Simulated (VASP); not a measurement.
A run of VASP 6.6.1 is set up as follows.

File INCAR:

```
  PREC = Normal
  ENCUT = 520
  EDIFF = 1E-4
  ISMEAR = 0
  SIGMA = 0.15
  LREAL = False
  LASPH = True
  NELM = 60
  ALGO = Fast
  ISIF = 3
  LWAVE = False
  LCHARG = False
  ISPIN = 2
  MAGMOM = 4 1 0 0
  LORBIT = 11
  LMAXMIX = 4
  GGA = PE
  IBRION = 2
  NSW = 24
  EDIFFG = -0.08
```

The input KPOINTS:

```
Automatic mesh
0
Gamma
  6 6 6
```

File POSCAR:

```
MnRuN2
1.0
   -1.8516639400      1.8516639400      3.5328936000
    1.8516639400     -1.8516639400      3.5328936000
    1.8516639400      1.8516639400     -3.5328936000
Mn Ru N
1 1 2
Direct
    0.0000000000      0.0000000000      0.0000000000
    0.5000000000      0.5000000000      0.0000000000
    0.7306791300      0.7306791300      0.0000000000
    0.2693208700      0.2693208700      0.0000000000
```

Potentials or basis: VASP PAW PBE potentials, release 64 (Mn_pv, Ru_pv, N).

Command:

```sh
$ cat potpaw_PBE.64/Mn_pv/POTCAR potpaw_PBE.64/Ru_pv/POTCAR potpaw_PBE.64/N/POTCAR > POTCAR
$ mpirun -np 1 vasp_std > vasp.out
```

(1) Estimate the band gap on the k mesh.

(2) Predict the space group after relaxing (to 0.05 Å).

(3) Estimate the net moment.

(4) What does it give for the relaxed volume?

Answers

(1) none (metal or under the smearing width).

(2) I4/mmm (No. 139).

(3) 1.15 μB per cell.

(4) 12.58 Å³/atom.

Caveat: the k mesh is coarse (spacing up to 0.40 Å⁻¹), so the values aren't converged; a cell with one magnetic atom can't hold antiferromagnetic order, which such compounds often take.
